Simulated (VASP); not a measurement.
The system is In2Te2O.

```xyz
5
Lattice="4.9294 0.0000 0.0000 -2.4647 4.2690 0.0000 0.0000 0.0000 7.1367" Properties=species:S:1:pos:R:3 pbc="T T T"
In    0.0000    2.8460    5.0164
In    2.4647    1.4230    5.0164
Te    0.0000    2.8460    2.9085
Te    2.4647    1.4230    2.9085
O     0.0000    0.0000    4.3425
```

The cell was built by a generator and needn't be a form met in nature.

* Program: VASP 6.6.1
* Task: relaxation of cell and atoms
* Functional: PBE
* Potentials or basis: VASP PAW PBE potentials, release 64 (In_d, Te, O)
* Cutoff: 520 eV
* k mesh: 3 × 3 × 2
* Occupations: gaussian, width 0.15 eV
* Spin: no spin polarisation

At the start: pressure 31.8 GPa; volume 30.04 Å³/atom.

Problem. How do energy, volume and symmetry change on relaxing?

Solution. Over 21 steps the energy falls by 1875.9 meV/atom and the volume is 35.20 Å³/atom (+17.2 %); space group P6mm (No. 183, to 0.05 Å).

The path:
```
step  energy change (eV)  largest force (eV/Å)  pressure (GPa)  volume (Å³)
   1              0.0000               17.3421           31.77       150.18
   2              3.2420                0.5299           -2.00       298.26
   3             -4.5422                1.0284           -4.65       280.29
   4             -5.3286                1.1855           -4.29       265.17
   5             -7.8857                1.3146           -2.35       204.69
   6             -8.9677                0.8147           -0.13       176.71
   7             -9.1358                0.4599            2.61       163.26
   8             -9.1567                0.5809            1.48       167.56
   9             -9.1607                0.5257            1.70       166.29
  10             -9.1605                0.5221            1.85       165.97
  11             -9.2450                0.4908           -0.19       173.69
  12             -9.2453                0.4991           -0.15       173.93
  13             -9.2583                0.4705           -0.07       173.61
  14             -9.2899                0.3684            0.11       172.64
  15             -9.3126                0.4070            0.76       170.71
  16             -9.3188                0.3869            0.71       170.95
  17             -9.3350                0.3407            0.61       171.67
  18             -9.3579                0.2442            0.37       173.11
  19             -9.3769                0.1205           -0.11       176.00
  20             -9.3775                0.1190           -0.14       176.52
  21             -9.3793                0.0669           -0.05       175.98
```

Final structure:
```xyz
5
Lattice="5.0987 0.0000 0.0000 -2.5494 4.4156 0.0000 0.0000 0.0000 7.8167" Properties=species:S:1:pos:R:3 pbc="T T T"
In    0.0000    2.9437    5.7529
In    2.5494    1.4719    5.7529
Te    0.0000    2.9437    2.6630
Te    2.5494    1.4719    2.6630
O     0.0000    0.0000    5.2846
```

Caveat: the k mesh is coarse (spacing up to 0.49 Å⁻¹), so the values aren't converged; the volume moved by over 15 % at a fixed basis, so the end points are rough; this functional lacks dispersion, which binds the layers, so the pressure and a relaxed spacing across them are unreliable, and here the layers came unbound.
